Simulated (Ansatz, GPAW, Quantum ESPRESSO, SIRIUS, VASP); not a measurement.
**One calculation of Ta3AsAu2O13, 5 ways**

```
Ta As Au O
1.0
     5.45204    0.00000    0.00000
    -2.72602    4.72161    0.00000
     0.00000    0.00000    9.57902
Ta As Au O
3 1 2 13
Direct
  0.00000 0.00000 0.19408
  0.00000 0.00000 0.80592
  0.66667 0.33333 0.00000
  0.00000 0.00000 0.50000
  0.33333 0.66667 0.27428
  0.33333 0.66667 0.72572
  0.00000 0.00000 0.00000
  0.23947 0.97129 0.36402
  0.02871 0.26818 0.36402
  0.73182 0.76053 0.36402
  0.23947 0.97129 0.63598
  0.02871 0.26818 0.63598
  0.73182 0.76053 0.63598
  0.38452 0.33425 0.85844
  0.66575 0.05026 0.85844
  0.94974 0.61548 0.85844
  0.38452 0.33425 0.14156
  0.66575 0.05026 0.14156
  0.94974 0.61548 0.14156
```

The cell comes from a database or a generator and needn't be the stable form of this composition.

Alike in all runs: task single point; functional PBE; k mesh 6 × 6 × 3; occupations fermi-dirac, width 0.05 eV; no spin polarisation; no spin-orbit coupling. Pressure is positive in compression and, in plane waves, holds the error of the finite cutoff.

```tsv
program and potentials	plane-wave cutoff (eV)	notes	pressure (GPa)	largest force (eV/Å)
Quantum ESPRESSO, SSSP 1.3 efficiency PBE	816	8.42 valence electrons an atom on average	0.48	0.482
GPAW, GPAW PAW data sets (gpaw-data 1.2.1)	800	7.58 valence electrons an atom on average; this data set often lies off other programs	1.33	0.396
SIRIUS, PseudoDojo 0.4.1 PBE standard (scalar relativistic)	1152	8.95 valence electrons an atom on average	-0.89	0.193
Ansatz, all-electron LAPW, scalar-relativistic	-	-	?	?
VASP, PBE PAW files As, Au, O, Ta_pv, 520 eV	520	7.26 valence electrons an atom on average	0.39	0.298
```

Problem. Estimate from the other rows what the run with Ansatz, all-electron LAPW, scalar-relativistic gave.

Solution. Pressure -0.06 GPa; largest force 0.205 eV/Å. The other rows, which needn't bracket it: pressure -0.89 to 1.33; largest force 0.193 to 0.482.
